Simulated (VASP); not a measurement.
How well do functionals in VASP give the band gap of MgO (rock salt)? (Scalar-relativistic values.)  The mesh is coarse and the basis finite, so the quasiparticle values are not converged.

The measured value is 8.36 eV (as given by Wei Chen et al., Physical Review Materials (2018), doi:10.1103/physrevmaterials.2.073803; zero-point renormalisation of 0.53 eV added back (the table's ZPR column)).

Question: Order HSE06 (PBE cell), RPBE (own cell), evGW0@PBE (starting cell), AM05 (own cell), Hartree-Fock (PBE cell) by the size of their error, smallest first.

Answer: evGW0@PBE (starting cell) (7.83, -0.53), HSE06 (PBE cell) (6.20, -2.16), AM05 (own cell) (4.68, -3.68), RPBE (own cell) (4.32, -4.04), Hartree-Fock (PBE cell) (15.13, +6.77)

Only levels that ran to the end are used. Left out are those held back, those with too coarse a band path, GW runs whose mesh misses a band edge, hybrids' fits of cells that aren't cubic and levels without matching references; a question may draw on a part of the rest.

The compound is MgO in the rock salt structure.
